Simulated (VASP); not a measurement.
Output of a VASP run:

File OUTCAR:
```
 ion  position               nearest neighbor table
   1  0.000  0.000  0.000-   2 2.53   2 2.53   2 2.53   2 2.53   2 2.53   2 2.53
   2  0.500  0.500  0.500-   1 2.53   1 2.53   1 2.53   1 2.53   1 2.53   1 2.53
  LATTYP: Found a face centered cubic cell.
 ALAT       =     5.0546643210
 Subroutine PRICEL returns:
 Original cell was already a primitive cell.
 Subroutine GETGRP returns: Found 48 space group operations
The static configuration has the point symmetry O_h .
The dynamic configuration has the point symmetry O_h .
 Subroutine INISYM returns: Found 48 space group operations
 Subroutine IBZKPT returns following result:
 Found     35 irreducible k-points:

 Following reciprocal coordinates:
            Coordinates               Weight
  0.000000  0.000000  0.000000      1.000000
  0.111111  0.000000  0.000000      8.000000
  0.222222  0.000000  0.000000      8.000000
  0.333333  0.000000  0.000000      8.000000
  0.444444  0.000000  0.000000      8.000000
  0.111111  0.111111  0.000000      6.000000
  0.222222  0.111111  0.000000     24.000000
  0.333333  0.111111  0.000000     24.000000
  0.444444  0.111111  0.000000     24.000000
 -0.444444  0.111111  0.000000     24.000000
 -0.333333  0.111111  0.000000     24.000000
 -0.222222  0.111111  0.000000     24.000000
 -0.111111  0.111111  0.000000     12.000000
  0.222222  0.222222  0.000000      6.000000
  0.333333  0.222222  0.000000     24.000000
  0.444444  0.222222  0.000000     24.000000
 -0.444444  0.222222  0.000000     24.000000
 -0.333333  0.222222  0.000000     24.000000
 -0.222222  0.222222  0.000000     12.000000
  0.333333  0.333333  0.000000      6.000000
  0.444444  0.333333  0.000000     24.000000
 -0.444444  0.333333  0.000000     24.000000
 -0.333333  0.333333  0.000000     12.000000
  0.444444  0.444444  0.000000      6.000000
 -0.444444  0.444444  0.000000     12.000000
  0.333333  0.222222  0.111111     24.000000
  0.444444  0.222222  0.111111     48.000000
 -0.444444  0.222222  0.111111     48.000000
  0.444444  0.333333  0.111111     24.000000
 -0.444444  0.333333  0.111111     48.000000
 -0.333333  0.333333  0.111111     48.000000
 -0.222222  0.333333  0.111111     24.000000
 -0.444444  0.444444  0.111111     24.000000
 -0.333333  0.444444  0.111111     24.000000
 -0.333333  0.444444  0.222222     24.000000
   k-points           NKPTS =     35   k-points in BZ     NKDIM =     35   number of bands    NBANDS=     12
   number of dos      NEDOS =    301   number of ions     NIONS =      2
   total plane-waves  NPLWV =  21952
   dimension x,y,z NGX =    28 NGY =   28 NGZ =   28
   dimension x,y,z NGXF=    56 NGYF=   56 NGZF=   56
   ions per type =               1   1
   PREC   = accura    normal or accurate (medium, high low for compatibility)
   ISTART =      0    job   : 0-new  1-cont  2-samecut
   ICHARG =      2    charge: 1-file 2-atom 10-const
   ISPIN  =      1    spin polarized calculation?
   LNONCOLLINEAR =      F non collinear calculations
   LSORBIT =      F    spin-orbit coupling
   INIWAV =      1    electr: 0-lowe 1-rand  2-diag
   ENCUT  =  520.0 eV  38.22 Ry    6.18 a.u.   6.65  6.65  6.65*2*pi/ulx,y,z
   NELM   =    100;   NELMIN=  2; NELMDL= -5     # of ELM steps
   EDIFF  = 0.1E-06   stopping-criterion for ELM
   LREAL  =      F    real-space projection
   NLSPLINE    = F    spline interpolate recip. space projectors
   LMAXMIX     =    4 max onsite mixed and CHGCAR
   VOSKOWN=      0    Vosko Wilk Nusair interpolation
   EDIFFG = 0.1E-05   stopping-criterion for IOM
   NSW    =      0    number of steps for IOM
   NBLOCK =      1;   KBLOCK =      1    inner block; outer block
   IBRION =     -1    ionic relax: 0-MD 1-quasi-New 2-CG
   NFREE  =      0    steps in history (QN), initial steepest desc. (CG)
   ISIF   =      2    stress and relaxation
   ISYM   =      2    0-nonsym 1-usesym 2-fastsym
   TEIN   =    0.0    initial temperature
   TEBEG  =    0.0;   TEEND  =   0.0 temperature during run
...
```

File OSZICAR:
```
       N       E                     dE             d eps       ncg     rms          rms(c)
DAV:   1     0.481130819382E+02    0.48113E+02   -0.89856E+03   840   0.134E+03
DAV:   2    -0.388706488995E+02   -0.86984E+02   -0.80376E+02  1108   0.259E+02
DAV:   3    -0.422504843354E+02   -0.33798E+01   -0.33545E+01  1132   0.503E+01
DAV:   4    -0.423763351705E+02   -0.12585E+00   -0.12580E+00  1116   0.866E+00
DAV:   5    -0.423780775327E+02   -0.17424E-02   -0.17422E-02  1116   0.873E-01    0.185E+01
DAV:   6    -0.342428127309E+02    0.81353E+01   -0.68427E+00   996   0.229E+01    0.172E+01
DAV:   7    -0.345511658313E+02   -0.30835E+00   -0.84281E-01  1024   0.119E+01    0.103E+01
DAV:   8    -0.327188499533E+02    0.18323E+01   -0.16125E+00  1236   0.137E+01    0.298E+00
DAV:   9    -0.344246648355E+02   -0.17058E+01   -0.10602E+00  1432   0.114E+01    0.154E+00
DAV:  10    -0.344699081717E+02   -0.45243E-01   -0.14868E-01  1008   0.401E+00    0.403E-01
DAV:  11    -0.344551982871E+02    0.14710E-01   -0.43062E-02   852   0.290E+00    0.747E-01
DAV:  12    -0.344823467024E+02   -0.27148E-01   -0.22674E-02   852   0.236E+00    0.221E-01
DAV:  13    -0.344784056162E+02    0.39411E-02   -0.95674E-03   904   0.133E+00    0.207E-01
DAV:  14    -0.344807187625E+02   -0.23131E-02   -0.52554E-03   848   0.100E+00    0.159E-01
DAV:  15    -0.344807860716E+02   -0.67309E-04   -0.27189E-04  1180   0.167E-01    0.103E-01
DAV:  16    -0.344808064824E+02   -0.20411E-04   -0.30511E-05   944   0.757E-02    0.961E-02
DAV:  17    -0.344805444391E+02    0.26204E-03   -0.32405E-04   908   0.169E-01    0.408E-02
DAV:  18    -0.344805843714E+02   -0.39932E-04   -0.91323E-05   848   0.135E-01    0.842E-03
DAV:  19    -0.344805862528E+02   -0.18814E-05   -0.12164E-05  1172   0.430E-02    0.105E-02
DAV:  20    -0.344805922153E+02   -0.59625E-05   -0.13690E-06  1004   0.137E-02    0.699E-03
DAV:  21    -0.344805918640E+02    0.35133E-06   -0.21316E-07   912   0.541E-03    0.466E-03
DAV:  22    -0.344805929559E+02   -0.10919E-05   -0.18770E-07   768   0.612E-03    0.150E-03
DAV:  23    -0.344805929325E+02    0.23438E-07   -0.96025E-08   584   0.407E-03
   1 F= -.34480593E+02 E0= -.34480593E+02  d E =-.934415E-14
```

**OUTCAR**
```
------------------------ aborting loop because EDIFF is reached ----------------------------------------
  FORCE on cell =-STRESS in cart. coord.  units (eV):
  Direction    XX          YY          ZZ          XY          YZ          ZX
  --------------------------------------------------------------------------------------
  Total        1.3709595      1.3709595      1.3709595      0.0000000      0.0000000      0.0000000
  in kB       68.0327848     68.0327848     68.0327848      0.0000000      0.0000000      0.0000000
  external PRESSURE =      68.0327848 kB  Pullay stress =       0.0000000 kB
  volume of cell :       32.29
      direct lattice vectors                 reciprocal lattice vectors
     0.000000000  2.527332160  2.527332160    -0.197837074  0.197837074  0.197837074
     2.527332160  0.000000000  2.527332160     0.197837074 -0.197837074  0.197837074
     2.527332160  2.527332160  0.000000000     0.197837074  0.197837074 -0.197837074
  FREE ENERGIE OF THE ION-ELECTRON SYSTEM (eV)
  ---------------------------------------------------
  free  energy   TOTEN  =       -34.4805929325 eV

  energy  without entropy=      -34.4805929325  energy(sigma->0) =      -34.48059293
```
(Selected blocks of OUTCAR.)

File POSCAR:
```
SrO
1
    0.0000000000     2.5273321605     2.5273321605
    2.5273321605     0.0000000000     2.5273321605
    2.5273321605     2.5273321605     0.0000000000
Sr O
1 1
Direct
  0.0000000000   0.0000000000   0.0000000000
  0.5000000000   0.5000000000   0.5000000000
```

Task: Write an INCAR and KPOINTS that could have produced this output.

Result: One answer among several that fit: the input of the run itself, SCAN meta-GGA, plane waves, VASP's PBE PAW potentials (set 64).

File KPOINTS:
```
K-points
0
G
  9 9 9
```

**INCAR**
```
! general
SYSTEM   =  SrO
PREC     =  Accurate
ENCUT    =  520
LREAL    =  .FALSE.
LASPH    =  .TRUE.

! electronic loop
EDIFF    =  1E-7
NELM     =  100
ALGO     =  Normal
LMAXMIX  =  4
LMIXTAU  =  .TRUE.

! smearing
ISMEAR   =  0
SIGMA    =  0.05

! functional
METAGGA  =  SCAN

! ions
ISIF     =  2

! output
LWAVE    =  .FALSE.
LCHARG   =  .FALSE.
```

POTCAR, in this order: Sr_sv O (PBE.64 set). Program: vasp_std.

The compound is SrO in the rock salt structure. This cell is one point of a volume scan, at 0.94 of the reference volume.
